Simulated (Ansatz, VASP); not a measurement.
**Two plane-wave programs on ZnGaC2N2**

The input INCAR:

```
PREC = Accurate
ENCUT = 520
EDIFF = 1E-6
ISMEAR = 0
SIGMA = 0.1
LREAL = False
LASPH = True
NELM = 60
ALGO = Normal
ISIF = 2
LWAVE = False
LCHARG = False
GGA = PE
NBANDS = 30
```

The input KPOINTS:

```
Automatic mesh
0
Gamma
  6 4 4
```

The input POSCAR:

```
ZnGaC2N2
1.0
    3.6272941500      0.0000000000      0.0000000000
    0.9609935700      3.9672814100      0.0000000000
    1.4430432800      1.5861230400      7.2585080300
Zn Ga C N
1 1 2 2
Direct
    0.0000000000      0.0000000000      0.0000000000
    0.5000000000      0.0000000000      0.5000000000
    0.1889787100      0.6220425900      0.1889787100
    0.8110212900      0.3779574100      0.8110212900
    0.3043178200      0.3913643500      0.3043178200
    0.6956821800      0.6086356500      0.6956821800
```

Input for Ansatz:

```yaml
crystal:
  lattice:
    - [3.62729415, 0.0, 0.0]
    - [0.96099357, 3.96728141, 0.0]
    - [1.44304328, 1.58612304, 7.25850803]
  atoms:
    - { symbol: Zn, position: [0.0, 0.0, 0.0] }
    - { symbol: Ga, position: [0.5, 0.0, 0.5] }
    - { symbol: C, position: [0.18897871, 0.62204259, 0.18897871] }
    - { symbol: C, position: [0.81102129, 0.37795741, 0.81102129] }
    - { symbol: "N", position: [0.30431782, 0.39136435, 0.30431782] }
    - { symbol: "N", position: [0.69568218, 0.60863565, 0.69568218] }
basis:
  ecutwfc: 420
kpoints:
  mp_grid: { grid: [6, 4, 4] }
hamiltonian:
  xc: pbe
scf:
  occupations: { method: gaussian, width: 0.1 }
  lower_state_search: "off"
output:
  forces: true
  stress: true
  eigenvalues: true
```

Alike in both runs: task single point; functional PBE; k mesh 6 × 4 × 4; occupations gaussian, width 0.1 eV; no spin polarisation.

|  | VASP | Ansatz |
| --- | --- | --- |
| version | VASP 6.6.1 | Ansatz 0.2.0 |
| potentials or method | VASP PAW PBE potentials, release 64 (Zn, Ga_d, C, N) | scalar-relativistic, plane waves, PAW |
| plane-wave cutoff (eV) | 520 | 420 |
| valence electrons in the cell | 43 | 43 |

|  | VASP | Ansatz | Ansatz less VASP |
| --- | --- | --- | --- |
| gap on the k mesh at the Fermi level (eV) | none | none | - |
| pressure (GPa) | 6.8 | 6.3 | -0.49 |
| largest component of the traceless stress (GPa) | 9.99 | 9.25 | -0.741 |
| rms of the force components (eV/Å) | 1.014 | 0.950 | -0.0646 |

Atom by atom the forces differ by 0.171 eV/Å (rms over components). A gap of «none» marks a metal or a gap that the smearing closes.

Caveats: the k mesh is coarse (spacing up to 0.41 Å⁻¹), so the values aren't converged; the standard files for N, O and F lose accuracy on very short bonds; forces of over 1 eV/Å show positions far from the minimum, so gaps and moduli don't describe the material at rest.
